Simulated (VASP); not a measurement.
# GW-BSE spectrum of NaCl

Aim: the optical spectrum of NaCl with the electron-hole interaction. The cell is of the rock-salt type, one of the forms listed for this formula. The start is a cell from a database of measured crystal structures.

Calculated with VASP 6.6.1; PBE; plane waves and PAW (Cl_GW, Na_sv_GW), in the first sound run; inputs show where later runs differ.

The database entry behind the starting cell differs from later determinations by our own check (an axis about 0.4 % short against later determinations), so it need not match the best structure at ambient conditions.

### Step 1. The starting structure

The structure is cubic, space group Fm-3m (No. 225). The conventional cell has a = 5.620 Å, b = 5.620 Å, c = 5.620 Å, α = 90.00°, β = 90.00°, γ = 90.00°. Nearest to Cl lie 6 Na at 2.81 Å. Nearest to Na lie 6 Cl at 2.81 Å. Farther neighbours and most contacts between anions are not listed.

Coordinates:

```
Cl Na
1.0
     0.00000    2.81000    2.81000
     2.81000    0.00000    2.81000
     2.81000    2.81000    0.00000
Cl Na
1 1
Direct
  0.50000 0.50000 0.50000
  0.00000 0.00000 0.00000
```

### Step 2. Ground state

The orbitals come from a self-consistent PBE run with a tight EDIFF and a narrow smearing. KPOINTS_OPT adds the bands along a path, which shows whether the mesh holds the band edges.

Input file INCAR:

```
SYSTEM = NaCl
PREC = Accurate
ENCUT = 400
EDIFF = 1E-08
NELM = 100
ISMEAR = 0
SIGMA = 0.01
LREAL = .FALSE.
ALGO = Normal
GGA = PE
NBANDS = 14
LORBIT = 11
LWAVE = .TRUE.
LCHARG = .FALSE.
KPAR = 8
```

Input file POSCAR:

```
NaCl
1.0
    0.0000000000      2.8100000000      2.8100000000
    2.8100000000      0.0000000000      2.8100000000
    2.8100000000      2.8100000000      0.0000000000
Cl Na
1 1
Direct
    0.5000000000      0.5000000000      0.5000000000
    0.0000000000      0.0000000000      0.0000000000
```

Input file KPOINTS:

```
Automatic mesh
0
Gamma
6 6 6
0 0 0
```

Input file KPOINTS_OPT:

```
Line mode
12
Line-mode
Reciprocal
  0.00000000   0.00000000   0.00000000 GAMMA
  0.50000000   0.00000000   0.50000000 X

  0.50000000   0.00000000   0.50000000 X
  0.50000000   0.25000000   0.75000000 W

  0.50000000   0.25000000   0.75000000 W
  0.37500000   0.37500000   0.75000000 K

  0.37500000   0.37500000   0.75000000 K
  0.00000000   0.00000000   0.00000000 GAMMA

  0.00000000   0.00000000   0.00000000 GAMMA
  0.50000000   0.50000000   0.50000000 L

  0.50000000   0.50000000   0.50000000 L
  0.62500000   0.25000000   0.62500000 U

  0.62500000   0.25000000   0.62500000 U
  0.50000000   0.25000000   0.75000000 W

  0.50000000   0.25000000   0.75000000 W
  0.50000000   0.50000000   0.50000000 L

  0.50000000   0.50000000   0.50000000 L
  0.37500000   0.37500000   0.75000000 K

  0.62500000   0.25000000   0.62500000 U
  0.50000000   0.00000000   0.50000000 X
```

PAW data sets: Cl_GW and Na_sv_GW (PBE family, release 64).

On the command line:

```console
$ mpirun -np 8 vasp_std
```

Output:

```text
[banner, memory and clock lines left out]
running    8 mpi-ranks, on    1 nodes
 distrk:  each k-point on    1 cores,    8 groups
 distr:  one band on    1 cores,    1 groups

 POSCAR found type information on POSCAR ClNa
 POSCAR found :  2 types and       2 ions
|                                                                             |
|           W    W    AA    RRRRR   N    N  II  N    N   GGGG   !!!           |
|           W    W   A  A   R    R  NN   N  II  NN   N  G    G  !!!           |
|           W    W  A    A  R    R  N N  N  II  N N  N  G       !!!           |
|           W WW W  AAAAAA  RRRRR   N  N N  II  N  N N  G  GGG   !            |
|           WW  WW  A    A  R   R   N   NN  II  N   NN  G    G                |
|           W    W  A    A  R    R  N    N  II  N    N   GGGG   !!!           |
|                                                                             |
|     For optimal performance we recommend to set                             |
|       NCORE = 2 up to number-of-cores-per-socket                            |
|     NCORE specifies how many cores store one orbital (NPAR=cpu/NCORE).      |
|     This setting can greatly improve the performance of VASP for DFT.       |
|     The default, NCORE=1 might be grossly inefficient on modern             |
|     multi-core architectures or massively parallel machines. Do your        |
|     Unfortunately you need to use the default for GW and RPA                |
|     calculations (for HF NCORE is supported but not extensively tested      |
|     yet).                                                                   |
|                                                                             |

 LDA part: xc-table for (Slater+PW92), standard interpolation
 POSCAR, INCAR and KPOINTS ok, starting setup
 FFT: planning ... GRIDC
 FFT: planning ... GRID_SOFT
 FFT: planning ... GRID
 WAVECAR not read
 entering main loop
       N       E                     dE             d eps       ncg     rms          rms(c)
DAV:   1     0.121242371713E+03    0.12124E+03   -0.68763E+03   448   0.899E+02
DAV:   2    -0.268282644253E+01   -0.12393E+03   -0.11613E+03   496   0.290E+02
DAV:   3    -0.878486933038E+01   -0.61020E+01   -0.60481E+01   586   0.623E+01
DAV:   4    -0.898257335864E+01   -0.19770E+00   -0.19760E+00   646   0.117E+01
DAV:   5    -0.898528517669E+01   -0.27118E-02   -0.27117E-02   602   0.142E+00    0.159E+00
DAV:   6    -0.885161801171E+01    0.13367E+00   -0.18111E-01   568   0.340E+00    0.758E-01
DAV:   7    -0.884468719665E+01    0.69308E-02   -0.50004E-02   646   0.149E+00    0.400E-01
DAV:   8    -0.885013014561E+01   -0.54429E-02   -0.77990E-03   508   0.863E-01    0.442E-02
DAV:   9    -0.885018652020E+01   -0.56375E-04   -0.18019E-04   580   0.162E-01    0.213E-02
DAV:  10    -0.885025414144E+01   -0.67621E-04   -0.65983E-05   508   0.539E-02    0.246E-03
DAV:  11    -0.885025547382E+01   -0.13324E-05   -0.25676E-06   544   0.130E-02    0.102E-03
DAV:  12    -0.885025584660E+01   -0.37278E-06   -0.58302E-07   556   0.634E-03    0.113E-03
DAV:  13    -0.885025568374E+01    0.16286E-06   -0.12252E-07   556   0.401E-03    0.536E-05
DAV:  14    -0.885025566769E+01    0.16052E-07   -0.22722E-09   380   0.604E-04    0.236E-05
DAV:  15    -0.885025566659E+01    0.11016E-08   -0.40905E-10   326   0.232E-04
   1 F= -.88502557E+01 E0= -.88502557E+01  d E =-.169315E-61
 Start KPOINTS_OPT (optional k-point list driver)
k-point batch [1-16\120]
       N       E                     dE             ncg
DAV:   1    -0.218304821954E+04   -0.74713E+04      448
DAV:   2    -0.414239651207E+04   -0.19593E+04      502
DAV:   3    -0.424120687282E+04   -0.98810E+02      592
DAV:   4    -0.424400969216E+04   -0.28028E+01      574
DAV:   5    -0.424412585471E+04   -0.11616E+00      618
DAV:   6    -0.424413071910E+04   -0.48644E-02      604
DAV:   7    -0.424413077369E+04   -0.54593E-04      624
DAV:   8    -0.424413077472E+04   -0.10236E-05      628
DAV:   9    -0.424413077473E+04   -0.97452E-08      458
[...]
k-point batch [113-120\120]
       N       E                     dE             ncg
DAV:   1     0.312709457084E+04   -0.52553E+04      224
DAV:   2     0.224143426139E+04   -0.88566E+03      260
DAV:   3     0.220400521936E+04   -0.37429E+02      272
DAV:   4     0.220283688296E+04   -0.11683E+01      324
DAV:   5     0.220280124253E+04   -0.35640E-01      314
DAV:   6     0.220280062332E+04   -0.61921E-03      330
DAV:   7     0.220280060918E+04   -0.14141E-04      320
DAV:   8     0.220280060902E+04   -0.15313E-06      330
DAV:   9     0.220280060902E+04   -0.19381E-08      226
 writing wavefunctions
```

Wall time 10 s (8 MPI ranks of Intel Xeon Platinum 8559C (Emerald Rapids), shared host); peak memory 1.3 GiB.

Lines that name or quote the potential files are left out of all logs, and their timing lines are given in words.

OUTCAR, selected parts (step 2):

```text
ion  position               nearest neighbor table
   1  0.500  0.500  0.500-
   2  0.000  0.000  0.000-

  LATTYP: Found a face centered cubic cell.
 ALAT       =     5.6200000000

 Subroutine GETGRP returns: Found 48 space group operations
 (whereof 48 operations were pure point group operations)

The static configuration has the point symmetry O_h .

 Found     16 irreducible k-points:

   k-points           NKPTS =     16   k-points in BZ     NKDIM =     16   number of bands    NBANDS=     14

   dimension x,y,z NGX =    28 NGY =   28 NGZ =   28
   dimension x,y,z NGXF=    56 NGYF=   56 NGZF=   56

   ENCUT  =  400.0 eV  29.40 Ry    5.42 a.u.   6.48  6.48  6.48*2*pi/ulx,y,z

   NELECT =      16.0000    total number of electrons

 k-points in reciprocal lattice and weights: Automatic mesh
   0.00000000  0.00000000  0.00000000       0.005
   0.16666667  0.00000000  0.00000000       0.037
   0.33333333  0.00000000  0.00000000       0.037
   0.50000000  0.00000000  0.00000000       0.019
   0.16666667  0.16666667  0.00000000       0.028
   0.33333333  0.16666667  0.00000000       0.111
   0.50000000  0.16666667  0.00000000       0.111
  -0.33333333  0.16666667  0.00000000       0.111
  -0.16666667  0.16666667  0.00000000       0.056
[...]
-0.33333333  0.33333333  0.16666667       0.111
  -0.33333333  0.50000000  0.16666667       0.056

 average (electrostatic) potential at core
       1 -84.2179       2 -55.7846

 E-fermi :  -0.7601

 k-point     1 :       0.0000    0.0000    0.0000
  band No.  band energies     occupation
    ...
      4     -21.6720      2.00000
      5     -13.5584      2.00000
      6      -0.8754      2.00000
      7      -0.8754      2.00000
      8      -0.8754      2.00000
      9       4.2803      0.00000
     10      10.1739      0.00000
     11      10.1739      0.00000
     12      10.1739      0.00000
     13      12.2606      0.00000
    ...

 k-point     2 :       0.1667    0.0000    0.0000
  band No.  band energies     occupation
    ...
      4     -21.6730      2.00000
      5     -13.4759      2.00000
      6      -1.4842      2.00000
      7      -0.9458      2.00000
      8      -0.9458      2.00000
      9       5.0980      0.00000
     10       9.4182      0.00000
     11      10.4557      0.00000
     12      10.4557      0.00000
     13      11.9738      0.00000
    ...

 k-point     3 :       0.3333    0.0000    0.0000
  band No.  band energies     occupation
    ...
      4     -21.6742      2.00000
      5     -13.3037      2.00000
      6      -2.4278      2.00000
      7      -1.0802      2.00000
      8      -1.0802      2.00000
      9       6.2036      0.00000
     10       9.2425      0.00000
     11      10.2717      0.00000
     12      10.2717      0.00000
     13      13.0548      0.00000
    ...

  Total        0.0205001      0.0205001      0.0205001      0.0000000      0.0000000     -0.0000000
  in kB        0.7401460      0.7401460      0.7401460      0.0000000      0.0000000     -0.0000000
  external PRESSURE =       0.7401460 kB  Pullay stress =       0.0000000 kB

  energy-cutoff  :      400.00
  volume of cell :       44.38
      direct lattice vectors                 reciprocal lattice vectors
     0.000000000  2.810000000  2.810000000    -0.177935943  0.177935943  0.177935943
     2.810000000  0.000000000  2.810000000     0.177935943 -0.177935943  0.177935943
     2.810000000  2.810000000  0.000000000     0.177935943  0.177935943 -0.177935943

 POSITION                                       TOTAL-FORCE (eV/Angst)
 -----------------------------------------------------------------------------------
      2.81000      2.81000      2.81000         0.000000      0.000000      0.000000
      0.00000      0.00000      0.00000        -0.000000     -0.000000     -0.000000
 -----------------------------------------------------------------------------------
    total drift:                                0.000000      0.000000      0.000000

  FREE ENERGIE OF THE ION-ELECTRON SYSTEM (eV)
  ---------------------------------------------------
  free  energy   TOTEN  =        -8.8502556666 eV

  energy  without entropy=       -8.8502556666  energy(sigma->0) =       -8.85025567

 total charge
# of ion       s       p       d       tot
------------------------------------------
    1        1.570   3.537   0.002   5.109
    2        2.002   5.984   0.016   8.002
--------------------------------------------------
tot          3.572   9.521   0.018  13.111

[... 3 further parts left out ...]
```

Numbers from this step:

```
free energy (TOTEN)               : -8.850 eV
Fermi energy                      : -0.7601 eV
pressure                          : 0.07401 GPa
least gap on mesh and path        : 5.156 eV
least direct gap on mesh and path : 5.156 eV
```

The highest empty bands on the path are converged less tightly, to about 0.1 eV. Electronic bands along the path, in eV, zero at the valence-band top; v1 is the highest filled band, c1 the lowest empty one:

```csv
point,v3,v2,v1,c1,c2,c3,c4
Γ,0.00,0.00,0.00,5.16,11.05,11.05,11.05
0.45 of the way,-0.96,-0.28,-0.28,6.90,9.28,11.04,12.19
X,-1.69,-0.61,-0.61,7.56,8.04,11.40,14.88
0.45 of the way,-1.58,-0.77,-0.68,7.99,8.45,10.97,12.94
W,-1.21,-1.21,-0.76,8.85,9.70,9.70,11.37
0.55 of the way,-1.38,-1.12,-0.61,8.52,9.12,10.36,12.02
K,-1.43,-1.13,-0.50,8.24,9.04,10.59,12.75
0.45 of the way,-1.33,-0.56,-0.19,7.59,9.64,10.55,11.79
Γ,0.00,0.00,0.00,5.16,11.05,11.05,11.05
0.45 of the way,-0.98,-0.12,-0.12,6.46,10.05,11.36,11.36
L,-1.95,-0.27,-0.27,7.28,10.72,10.92,10.92
0.55 of the way,-1.70,-0.76,-0.37,8.18,9.67,10.38,11.66
U,-1.43,-1.13,-0.50,8.24,9.04,10.59,12.75
0.55 of the way,-1.36,-1.12,-0.65,8.61,9.17,10.27,11.85
W,-1.21,-1.21,-0.76,8.85,9.70,9.70,11.37
0.45 of the way,-1.63,-0.84,-0.45,8.50,9.44,10.20,11.78
L,-1.95,-0.27,-0.27,7.28,10.72,10.92,10.92
0.45 of the way,-1.78,-0.63,-0.35,7.97,9.88,10.50,11.45
K,-1.43,-1.13,-0.50,8.24,9.04,10.59,12.75
jump to U,-1.43,-1.13,-0.50,8.24,9.04,10.59,12.75
0.45 of the way,-1.61,-0.80,-0.57,7.83,8.37,11.11,13.62
X,-1.69,-0.61,-0.61,7.56,8.04,11.40,14.88
```

Of the projections kept (Cl, Na), the largest for each band there; the rest of the weight can lie on other orbitals:

```csv
point,v3,v2,v1,c1,c2,c3,c4
Γ,Cl 0.99,Cl 0.99,Cl 0.99,Cl 0.85,Cl 0.79,Cl 0.79,Cl 0.79
X,Cl 0.95,Cl 0.97,Cl 0.97,Cl 0.70,Cl 0.73,Cl 0.81,Cl 0.50
W,Cl 0.96,Cl 0.96,Cl 0.99,Cl 0.78,Cl 0.83,Cl 0.83,Na 0.52
K,Cl 0.95,Cl 0.98,Cl 0.98,Cl 0.64,Cl 0.85,Cl 0.83,Cl 0.60
Γ,Cl 0.99,Cl 0.99,Cl 0.99,Cl 0.85,Cl 0.79,Cl 0.79,Cl 0.79
L,Cl 0.98,Cl 0.99,Cl 0.99,Cl 0.60,Cl 0.90,Cl 0.58,Cl 0.58
```

The electronic bands as a text plot (rows in eV, shown from -2.0 to 10.9 only):

```
   10.7 |++  +++    +   ++   +  ++ ++   +++++  ++     +++++  ++
   10.1 |  +         + +  + +  +     +++   ++++  +  +++   +++
    9.6 |   +        ++   +++++              +   +++ +     ++
    9.0 |    +      ++++++                    +++ +++        +
    8.5 |     ++   ++  +++++                 +++++          ++++
    8.0 |      +++++        +               +        ++   ++  +++
    7.4 |    ++ +++          +          ++++           +++      +
    6.9 |                     +       ++
    6.4 |   +                        +
    5.8 |  +                   ++   +
    5.3 |++                      +++
    4.8 |
    4.2 |
    3.7 |
    3.1 |
    2.6 |
    2.1 |
    1.5 |
    1.0 |
    0.5 |
   -0.1 |****              *****************           ****
   -0.6 |  **************** ****    **     *************  *******
   -1.1 |    **     ******** **       *      ********       ***
   -1.7 |      ******   *****          *********    ********* ***
         Γ       X    W  K        Γ      L     U  W     L   K|U X
```

The cell has a gap of 5.16 eV on mesh and path.

### Step 3. Empty bands

ALGO = Exact makes the empty bands from the converged ground state in one step. LOPTICS writes the k-derivatives of the orbitals (WAVEDER), which give the long-wavelength limit of the screening.

Input file INCAR:

```
SYSTEM = NaCl
PREC = Accurate
ENCUT = 400
ISMEAR = 0
SIGMA = 0.01
LREAL = .FALSE.
GGA = PE
NBANDS = 104
ALGO = Exact
NELM = 1
LWAVE = .TRUE.
LCHARG = .FALSE.
LOPTICS = .TRUE.
NEDOS = 1000
CSHIFT = 0.1
```

POSCAR is that of step 2.

KPOINTS is that of step 2.

On the command line:

```console
$ mpirun -np 8 vasp_std
```

Output:

```text
[banner, memory and clock lines left out]
running    8 mpi-ranks, on    1 nodes
 distrk:  each k-point on    8 cores,    1 groups
 distr:  one band on    1 cores,    8 groups

 POSCAR found type information on POSCAR ClNa
 POSCAR found :  2 types and       2 ions
 [... a notice as in an earlier step ...]

 LDA part: xc-table for (Slater+PW92), standard interpolation
 found WAVECAR, reading the header
  number of bands has changed, file:    14 present:   104
  trying to continue reading WAVECAR, but it might fail
 POSCAR, INCAR and KPOINTS ok, starting setup
 FFT: planning ... GRIDC
 FFT: planning ... GRID_SOFT
 FFT: planning ... GRID
 reading WAVECAR
 random initialization beyond band           14
 the WAVECAR file was read successfully
 initial charge from wavefunction
 entering main loop
       N       E                     dE             d eps       ncg     rms          rms(c)
DIA:   1    -0.885025566755E+01   -0.88503E+01    0.00000E+00     0   0.000E+00
   1 F= -.88502557E+01 E0= -.88502557E+01  d E =-.337681E-49
 writing wavefunctions
 optical routines
 imaginary and real dielectric function
 recalculating local potential from charge density
 direction            1
 direction            2
 direction            3
```

It took 8.8 s on 8 MPI ranks; peak memory 1.2 GiB.

OUTCAR, selected parts (step 3):

```text
The static configuration has the point symmetry O_h .

 Found     16 irreducible k-points:

   k-points           NKPTS =     16   k-points in BZ     NKDIM =     16   number of bands    NBANDS=    104

   NELECT =      16.0000    total number of electrons

 E-fermi :  -0.7732

 k-point     1 :       0.0000    0.0000    0.0000
  band No.  band energies     occupation
    ...
      4     -21.6719      2.00000
      5     -13.5584      2.00000
      6      -0.8754      2.00000
      7      -0.8754      2.00000
      8      -0.8754      2.00000
      9       4.2803      0.00000
     10      10.1739      0.00000
     11      10.1739      0.00000
     12      10.1739      0.00000
     13      12.2606      0.00000
    ...

 k-point     2 :       0.1667    0.0000    0.0000
  band No.  band energies     occupation
    ...
      4     -21.6729      2.00000
      5     -13.4760      2.00000
      6      -1.4842      2.00000
      7      -0.9458      2.00000
      8      -0.9458      2.00000
      9       5.0980      0.00000
     10       9.4182      0.00000
     11      10.4557      0.00000
     12      10.4557      0.00000
     13      11.9738      0.00000
    ...

  Total        0.0200617      0.0200617      0.0200617      0.0000000      0.0000000      0.0000000
  in kB        0.7243173      0.7243173      0.7243173      0.0000000      0.0000000      0.0000000
  external PRESSURE =       0.7243173 kB  Pullay stress =       0.0000000 kB

 POSITION                                       TOTAL-FORCE (eV/Angst)
 -----------------------------------------------------------------------------------
      2.81000      2.81000      2.81000         0.000000      0.000000     -0.000000
      0.00000      0.00000      0.00000        -0.000000     -0.000000      0.000000
 -----------------------------------------------------------------------------------
    total drift:                                0.000000      0.000000      0.000000

  FREE ENERGIE OF THE ION-ELECTRON SYSTEM (eV)
  ---------------------------------------------------
  free  energy   TOTEN  =        -8.8502556675 eV

  energy  without entropy=       -8.8502556675  energy(sigma->0) =       -8.85025567

 plasma frequency squared (from intraband transitions) (eV^2)
  --------------------------------------------------------------------------------------
       0.000       0.000      -0.000
       0.000       0.000       0.000
       0.000       0.000       0.000

[... 12 parts as in an earlier step ...]
```

The gap is read on the k-mesh alone, so it is an upper bound where the band edges lie off the mesh.

This step gave:

```
gap on the k-mesh              : 5.156 eV
least direct gap on the k-mesh : 5.156 eV
```

WAVECAR now holds 104 bands for 16 electrons. Its independent-particle dielectric tensor has xx, yy, zz = 2.8, 2.8, 2.8 on this mesh, which isn't tested for convergence in mesh or bands and lacks local fields.

[end of part 1 of 3]

[Lines on the potential files, build, host, timing and source positions are cut from VASP's logs without a mark.]

[Logs are printed without paths, hosts, clocks, repeated set-up lines and the standing remarks that a program may print on its own settings, such as how far it seeks lower states.]

[Hosts, paths, dates, database ids (printed as entryN), source tags and the programs' standing remarks are cut or masked in the printed files.]

[Pressures printed for these runs are not shown converged in the cutoff: they can be off by several GPa and have the wrong sign.]
